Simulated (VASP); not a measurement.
# Ti3BiO3 in VASP: a series of runs, part 2 of 2

VASP 6.6.1. Earlier steps stand in the parts before.

## 3. Relaxation of cell and atoms, PBE

This run uses another cell than the first one, of 15.03 Å³/atom, 0.941 times its volume.

The input, INCAR:

```
SYSTEM = Ti3BiO3
PREC = Normal ; ENCUT = 520
EDIFF = 1E-4 ; ISMEAR = 0
SIGMA = 0.15 ; LREAL = .False.
LASPH = .True. ; NELM = 60
ALGO = Fast ; ISIF = 3
LWAVE = .False. ; LCHARG = .False.
GGA = PE ; IBRION = 2
NSW = 24 ; EDIFFG = -0.08
```

The input, KPOINTS:

```
Automatic mesh
0
Gamma
  3 3 3
  0 0 0
```

The input, POSCAR:

```
Ti3BiO3
1.0
    3.4303027200     -3.5290696200      0.0000000000
    3.4303027200      3.5290696200      0.0000000000
    0.0000000000      0.0000000000      4.3457377500
Ti Bi O
3 1 3
Direct
    0.2889048200      0.2889048200      0.0000000000
    0.7110951800      0.7110951800      0.0000000000
    0.0000000000      0.0000000000      0.0000000000
    0.0000000000      0.0000000000      0.5000000000
    0.5744890000      0.4255110000      0.5000000000
    0.4255110000      0.5744890000      0.5000000000
    0.5000000000      0.5000000000      0.0000000000
```

Potentials or basis: VASP PAW PBE potentials, release 64 (Ti_sv, Bi_d, O).

The run is started by

```
> cat potpaw_PBE.64/Ti_sv/POTCAR potpaw_PBE.64/Bi_d/POTCAR potpaw_PBE.64/O/POTCAR > POTCAR
> mpirun -np 1 vasp_std > vasp.out
```

OUTCAR:

```text
SYSTEM = Ti3BiO3
   PREC = Normal
   ENCUT = 520
   EDIFF = 1E-4
   ISMEAR = 0
   LREAL = .False.
   LASPH = .True.
   NELM = 60
   ISIF = 3
   GGA = PE
   IBRION = 2
   NSW = 24
   EDIFFG = -0.08

 ion  position               nearest neighbor table
   1  0.289  0.289  0.000-   7 1.45   3 1.98   2 2.90   4 2.94   4 2.94
   2  0.711  0.711  0.000-   7 1.45   3 1.98   1 2.90   4 2.94   4 2.94
   3  0.000  0.000  0.000-   1 1.98   2 1.98   4 2.17   4 2.17
   4  0.000  0.000  0.500-   3 2.17   3 2.17   1 2.94   1 2.94   2 2.94   2 2.94
   5  0.574  0.426  0.500-   6 1.05
   6  0.426  0.574  0.500-   5 1.05
   7  0.500  0.500  0.000-   1 1.45   2 1.45

  LATTYP: Found a base centered orthorhombic cell.
 ALAT       =     6.8606054400
 B/A-ratio  =     1.0287924735
 C/A-ratio  =     0.6334335633

  Lattice vectors:

 A1 = (   3.4303027200,  -3.5290696200,   0.0000000000)
 A2 = (   3.4303027200,   3.5290696200,   0.0000000000)
 A3 = (   0.0000000000,   0.0000000000,   4.3457377500)

Analysis of symmetry for initial positions (statically):
=====================================================================
 Subroutine PRICEL returns:
 Original cell was already a primitive cell.

 Routine SETGRP: Setting up the symmetry group for a
 base centered orthorhombic supercell.

 Subroutine GETGRP returns: Found  8 space group operations
 (whereof  8 operations were pure point group operations)
 out of a pool of  8 trial point group operations.

The static configuration has the point symmetry D_2h.

Analysis of symmetry for dynamics (positions and initial velocities):
=====================================================================
 Subroutine PRICEL returns:
 Original cell was already a primitive cell.

 Routine SETGRP: Setting up the symmetry group for a
 base centered orthorhombic supercell.

 Subroutine GETGRP returns: Found  8 space group operations
 (whereof  8 operations were pure point group operations)
 out of a pool of  8 trial point group operations.

The dynamic configuration has the point symmetry D_2h.

 Subroutine INISYM returns: Found  8 space group operations
 (whereof  8 operations are pure point group operations),
 and found     1 'primitive' translations

----------------------------------------------------------------------------------------

                                     Primitive cell

  volume of cell :     105.2171

  direct lattice vectors                    reciprocal lattice vectors
     3.430302720 -3.529069620  0.000000000     0.145759730 -0.141680401  0.000000000
     3.430302720  3.529069620  0.000000000     0.145759730  0.141680401  0.000000000
     0.000000000  0.000000000  4.345737750     0.000000000  0.000000000  0.230110526

  length of vectors
     4.921514923  4.921514923  4.345737750     0.203271334  0.203271334  0.230110526
[... 75 lines left out ...]
   LREAL  =      F    real-space projection
   EDIFFG = -.8E-01   stopping-criterion for IOM
   NSW    =     24    number of steps for IOM
   IBRION =      2    ionic relax: 0-MD 1-quasi-New 2-CG
   NFREE  =      1    steps in history (QN), initial steepest desc. (CG)
   ISIF   =      3    stress and relaxation
   ISYM   =      2    0-nonsym 1-usesym 2-fastsym
   POTIM  = 0.5000    time-step for ionic-motion
   TEBEG  =    0.0;   TEEND  =   0.0 temperature during run
   PSTRESS=    0.0 pullay stress
   NELECT =      69.0000    total number of electrons
   NUPDOWN=      -1.0000    fix difference up-down
   EMIN   =  10.00;   EMAX   =-10.00  energy-range for DOS
   EFERMI =   0.00;   METHOD = LEGACY
   ISMEAR =     0;   SIGMA  =   0.15  broadening in eV -4-tet -1-fermi 0-gaus
   EFERMI_NEDOS =   21; number of points for ismear=-14 and -15
   IALGO  =     68    algorithm
   IMIX   =      4    mixing-type and parameters
     AMIX     =   0.40;   BMIX     =  1.00
     AMIX_MAG =   1.60;   BMIX_MAG =  1.00
  volume/ion in A,a.u.               =      15.03       101.43
  Fermi-wavevector in a.u.,A,eV,Ry     =   1.422315  2.687786 27.524315  2.022980
  Thomas-Fermi vector in A             =   2.543032
   LORBIT       =      0    0 simple, 1 ext, 2 COOP (PROOUT), +10 PAW based schemes
   GGA     = PE    functional components
   LHFCALC =     F    Hartree Fock is set to
   AEXX    =    0.0000 exact exchange contribution
   IVDW    =     0    specifies the selected vdW correction
   LEPSILON=     F    determine dielectric tensor
   LRPA    =     F    only Hartree local field effects (RPA)
 conjugate gradient relaxation of ions
 non-spin polarized calculation
 RMM-DIIS sequential band-by-band and
 Gauss-broadening in eV      SIGMA  =   0.15
  energy-cutoff  :      520.00
  volume of cell :      105.22
 maximum number of plane-waves:      2843
   NGX = 19   NGY = 19   NGZ = 17

--------------------------------------- Ionic step        1  -------------------------------------------

 number of electron      69.0000045 magnetization

 Free energy of the ion-electron system (eV)
  ---------------------------------------------------
  ext. energy  EPLUGINS =         0.00000000
  ---------------------------------------------------
  free energy    TOTEN  =       -26.03681150 eV

  energy without entropy =      -25.98613315  energy(sigma->0) =      -26.01147232

------------------------ aborting loop because EDIFF is reached ----------------------------------------

  FORCE on cell =-STRESS in cart. coord.  units (eV):
  Direction    XX          YY          ZZ          XY          YZ          ZX
  --------------------------------------------------------------------------------------
  -------------------------------------------------------------------------------------
  Total       78.7634509     32.3744589     57.2109068     -0.0000000      0.0000000      0.0000000
  in kB     1199.3588220    492.9772950    871.1706386     -0.0000000      0.0000000      0.0000000
  external PRESSURE =     854.5022519 kB  Pullay stress =       0.0000000 kB
[... 28 lines left out ...]
--------------------------------------- Ionic step        2  -------------------------------------------

 number of electron      69.0000544 magnetization

------------------------ aborting loop EDIFF was not reached (unconverged)  ----------------------------

  FORCE on cell =-STRESS in cart. coord.  units (eV):
  Direction    XX          YY          ZZ          XY          YZ          ZX
  --------------------------------------------------------------------------------------
  -------------------------------------------------------------------------------------
  Total       64.2719894    143.9393488     35.8804235      0.0000000      0.0000000      0.0000000
  in kB      371.9714132    833.0428782    207.6564295      0.0000000      0.0000000      0.0000000
  external PRESSURE =     470.8902403 kB  Pullay stress =       0.0000000 kB
[... 28 lines left out ...]
--------------------------------------- Ionic step        3  -------------------------------------------

 number of electron      68.9999884 magnetization

------------------------ aborting loop EDIFF was not reached (unconverged)  ----------------------------

  FORCE on cell =-STRESS in cart. coord.  units (eV):
  Direction    XX          YY          ZZ          XY          YZ          ZX
  --------------------------------------------------------------------------------------
  -------------------------------------------------------------------------------------
  Total       -2.4026237     -6.1104857    -15.9840868      0.0000000      0.0000000      0.0000000
  in kB      -16.8697653    -42.9041210   -112.2305544      0.0000000      0.0000000      0.0000000
  external PRESSURE =     -57.3348136 kB  Pullay stress =       0.0000000 kB
[... 743 lines left out ...]
     40       6.9751      0.00000
     41      60.1730      0.00000

[... ionic steps 4 to 16 ...]

--------------------------------------- Ionic step       17  -------------------------------------------

 number of electron      69.0000055 magnetization

------------------------ aborting loop because EDIFF is reached ----------------------------------------
[... 77 lines left out ...]
--------------------------------------- Ionic step       19  -------------------------------------------

 number of electron      69.0000054 magnetization

 Free energy of the ion-electron system (eV)
  ---------------------------------------------------
  ext. energy  EPLUGINS =         0.00000000
  ---------------------------------------------------
  free energy    TOTEN  =       -41.22644029 eV

  energy without entropy =      -41.11798121  energy(sigma->0) =      -41.17221075

 E-fermi :   5.0879     XC(G=0):  -9.7671

 val. band max:        5.0813266973   @ k =   0.3333   0.0000   0.0000
 cond. band min:       5.1279633013   @ k =   0.3333   0.0000   0.3333
 fundamental gap:      0.0466366040
 Fermi energy:         5.0879171722
[... 384 lines left out ...]
  FREE ENERGIE OF THE ION-ELECTRON SYSTEM (eV)
  ---------------------------------------------------
  free  energy   TOTEN  =       -41.2264402858 eV

  energy  without entropy=      -41.1179812059  energy(sigma->0) =      -41.17221075

 reached required accuracy - stopping structural energy minimisation
```

Run time: 12 min. Hardware: 1 thread of Intel Xeon Platinum 8488C (Sapphire Rapids), shared host; peak memory 0.18 GiB.

What came out:

```yaml
Free_energy: -41.2264 eV
Relaxed_volume: 18.91 Å³/atom
Relaxed_cell: a = 5.142 Å, b = 5.142 Å, c = 5.338 Å, α = 90.00°, β = 90.00°, γ = 69.68°
Space_group_after_relaxing_to_0.05_Å: Cmmm (No. 65)
Energy_gained_by_relaxing: 2169.9 meV/atom
Ionic_steps: 19
Pressure_after_relaxing: -0.1 GPa
Largest_force_after_relaxing: 0.026 eV/Å
Band_gap_on_the_k_mesh: none (metal or under the smearing width)
```

Forces in eV/Å, atoms in the order of the input:
```
Ti  -0.026  0.000  0.000
Ti   0.026  0.000  0.000
Ti   0.000  0.000  0.000
Bi   0.000  0.000  0.000
O    0.000  0.005  0.000
O    0.000 -0.005  0.000
O    0.000  0.000  0.000
```

Stress tensor (GPa, compression positive):
```
-0.30  0.00  0.00
 0.00 -0.03  0.00
 0.00  0.00 -0.03
```

Step by step:
```
step  energy change (eV)  largest force (eV/Å)  pressure (GPa)  volume (Å³)
   1              0.0000               33.6947           85.45       105.22
   2             90.5454               33.9428           47.09       276.84
   3             28.1220                6.3230           -5.73       228.19
   4             -2.5157                7.4967           -6.31       207.61
   5             -5.3048                8.7559           -3.98       176.57
   6             -7.4668               10.8116            6.13       137.98
   7             -7.6959               10.5685           21.77       120.90
   8            -12.5892                0.8460          -10.67       168.60
   9            -13.1900                1.4950           -7.48       151.94
  10            -14.2852                1.6409           -0.24       136.85
  11            -14.4019                2.8653            3.18       132.25
  12            -14.9353                1.0835            4.12       128.09
  13            -15.0101                1.1803            4.76       126.04
  14            -15.0106                1.1328            4.98       125.69
  15            -15.1443                0.5669            1.95       129.17
  16            -15.1768                0.4165           -0.22       132.19
  17            -15.1888                0.1352           -0.06       132.42
  18            -15.1891                0.1204           -0.07       132.41
  19            -15.1896                0.0264           -0.12       132.35
```

Final structure:
```
Ti Bi O
1.0
     4.22005   -2.93760    0.00000
     4.22005    2.93760    0.00000
     0.00000    0.00000    5.33786
Ti Bi O
3 1 3
Cartesian
  2.4470 0.0000 0.0000
  5.9931 0.0000 0.0000
  0.0000 0.0000 0.0000
  0.0000 0.0000 2.6689
  4.2201 -0.6910 2.6689
  4.2201 0.6910 2.6689
  4.2201 0.0000 0.0000
```

Caveat: the k mesh is coarse (spacing up to 0.48 Å⁻¹), so the values aren't converged; the standard files for N, O and F lose accuracy on very short bonds; the volume moved by over 15 % at a fixed basis, so the end points are rough; spin-orbit coupling is left out, which moves the levels of the heavy elements; an odd number of electrons without spin polarisation forces a metal; a magnetic or distorted state may lie lower; semilocal functionals often make such compounds metallic where correlation or magnetic order opens a gap, which also shifts bond lengths; the relaxation stopped at a loose force limit of 0.08 eV/Å, so its end isn't a converged minimum.

## 4. Relaxation of cell and atoms, PBE

This run uses another cell than the first one, of 15.04 Å³/atom, 0.941 times its volume.

INCAR is that of step 3.

The input, KPOINTS:

```
Automatic mesh
0
Gamma
  4 4 3
  0 0 0
```

The input, POSCAR:

```
Ti3BiO3
1.0
    4.7156311000      0.0000000000      0.0000000000
   -2.3578155500      4.0838563300      0.0000000000
    0.0000000000      0.0000000000      5.4657891700
Ti Bi O
3 1 3
Direct
    0.5000000000      0.0000000000      0.0000000000
    0.0000000000      0.5000000000      0.0000000000
    0.5000000000      0.5000000000      0.0000000000
    0.0000000000      0.0000000000      0.0000000000
    0.5000000000      0.0000000000      0.5000000000
    0.0000000000      0.5000000000      0.5000000000
    0.5000000000      0.5000000000      0.5000000000
```

The run is started by

```
> cat potpaw_PBE.64/Ti_sv/POTCAR potpaw_PBE.64/Bi_d/POTCAR potpaw_PBE.64/O/POTCAR > POTCAR
> mpirun -np 1 vasp_std > vasp.out
```

Wall time 11 min (1 thread of Intel Xeon Platinum 8488C (Sapphire Rapids), shared host); peak memory 0.19 GiB.

Results (log left out):

| Quantity | Value |
| --- | --- |
| Free energy | -51.6218 eV |
| Relaxed volume | 16.26 Å³/atom |
| Relaxed cell | a = 5.967 Å, b = 5.967 Å, c = 3.691 Å, α = 90.00°, β = 90.00°, γ = 120.00° |
| Space group after relaxing (to 0.05 Å) | P6/mmm (No. 191) |
| Energy gained by relaxing | 3143.7 meV/atom |
| Ionic steps | 14 |
| Pressure after relaxing | -0.3 GPa |
| Band gap on the k mesh | none (metal or under the smearing width) |

Stress tensor (GPa, compression positive):
```
-0.37  0.00  0.00
 0.00 -0.37  0.00
 0.00  0.00 -0.05
```

The path:
```
step  energy change (eV)  largest force (eV/Å)  pressure (GPa)  volume (Å³)
   1              0.0000                0.0000           36.42       105.26
   2            -13.8485                0.0000          -33.70       155.15
   3            -13.2648                0.0000          -24.63       148.65
   4             25.6637                0.0000          169.79       102.48
   5             32.6424                0.0000           -9.01       144.05
   6            -11.4337                0.0000          -25.28       145.25
   7            -15.3601                0.0000          -25.24       144.38
   8            -15.7492                0.0000          -25.76       144.14
   9            -14.1270                0.0000           78.74        93.40
  10            -21.8451                0.0000           -3.89       115.12
  11            -21.9864                0.0000           -1.72       113.64
  12            -22.0009                0.0000            1.37       112.18
  13            -22.0015                0.0000            0.42       112.78
  14            -22.0062                0.0000           -0.26       113.81
```

Final structure:
```xyz
7
Lattice="5.9673 0.0000 0.0000 -2.9836 5.1678 0.0000 0.0000 0.0000 3.6906" Properties=species:S:1:pos:R:3 pbc="T T T"
Ti    2.9836    0.0000    3.6906
Ti   -1.4918    2.5839    0.0000
Ti    1.4918    2.5839    0.0000
Bi   -2.9836    5.1678    0.0000
O     2.9836    0.0000    1.8453
O    -1.4918    2.5839    1.8453
O     1.4918    2.5839    1.8453
```

Levels at points of the mesh, in eV from the Fermi level:
| k point | band 32 | band 33 | band 34 | band 35 | band 36 | band 37 |
| --- | --- | --- | --- | --- | --- | --- |
| (0.00, 0.00, 0.00) | -0.85 | -0.85 | 0.01 | 0.01 | 0.17 | 0.66 |
| (0.50, 0.00, 0.00) | -1.11 | -0.74 | 0.27 | 0.28 | 0.62 | 0.70 |

Caveat: the k mesh is coarse (spacing up to 0.38 Å⁻¹), so the values aren't converged; spin-orbit coupling is left out, which moves the levels of the heavy elements; an odd number of electrons without spin polarisation forces a metal; a magnetic or distorted state may lie lower; semilocal functionals often make such compounds metallic where correlation or magnetic order opens a gap, which also shifts bond lengths; the relaxation stopped at a loose force limit of 0.08 eV/Å, so its end isn't a converged minimum.
